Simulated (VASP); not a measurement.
## BaHfO3: energy against volume

BaHfO3 (cubic perovskite, Pm-3m, 14.345 Å³/atom and stress up to 0.18 GPa in the relaxed cell, cube axes along x, y and z) under an equal strain ε along all three axes. PBEsol in VASP (plane waves, PAW), 600 eV, 8×8×8 Γ-centred mesh, Gaussian smearing 0.05 eV; ions are relaxed, or left where forces stay under 0.02 eV/Å, within the symmetry of each cell.

Here V stands for volume and E for E less E0.

```
volume (Å³/atom)  E less E0 (meV/atom)  pressure (GPa)
----------------  --------------------  --------------
13.5017                          30.51           11.83
13.7094                          16.96            8.50
13.9193                           7.53            5.40
14.1312                           1.92            2.51
14.3453                           0.00           -0.18
14.5616                           1.57           -2.68
14.7800                           6.49           -5.01
15.0006                          14.52           -7.16
15.2234                          25.53           -9.16
15.6755                              ?               ?
```

Fit E against V with the third-order Birch-Murnaghan form, a cubic in V^(-2/3), and predict the withheld value at V = 15.6755.

With u = V^(-2/3) - 0.169, the rows have u = 0.007363, 0.005577, 0.003818, 0.002086, 0.000379, -0.001302, -0.002958, -0.004590, -0.006198. Least squares gives E = 0.064 - 379.39·u + 606989·u² + 829272·u³. Residuals (row less fit): 0.001, -0.011, 0.020, -0.001, -0.007, -0.015, 0.014, 0.007, -0.006; standard error 0.015 (degrees of freedom: 5). Its minimum lies at u = 0.000312, so V0 = (0.169312)^(-3/2) = 14.35. There d²E/du² = 1216000 and d³E/du³ = 4976000, so B0 = (4/9) × 14.35^(-7/3) × 1216000 × 0.160218 = 173 GPa (the last factor turns the table's units into GPa), and B0' = 4 + (2/3) × 0.169312 × (4976000)/1216000 = 4.5. B0' rests on the cubic coefficient alone and has a standard error of 0.1 from these residuals. At the withheld row, u = -0.009344, so E = 0.064 - 379.39 × (-0.009344) + 606989 × (-0.009344)² + 829272 × (-0.009344)³ = 55.929 meV/atom. The calculation gives 55.87 meV/atom, 0.059 meV/atom below the prediction (0.1 % of the range of E in the table). The row lies outside the fitted rows, so this is an extrapolation. From the scatter of the fitted rows alone, a prediction at this place has a standard error of 0.060 meV/atom, so the miss is 1.0 times that.

The primitive cell can neither tilt nor turn polar against its symmetry, as such crystals can under strain. Other structures, which can take over under pressure, weren't tried. The same form fitted to the pressure column gives B0' = 4.5; series where the two differ by over 0.4 aren't shown. Rows are the converged runs of the series near zero and its far end, less any whose ions stayed unrelaxed beside relaxed ones; series whose fitted rows scatter by over a few per cent of the range, as at a crossing or softening among them, aren't shown in this form.
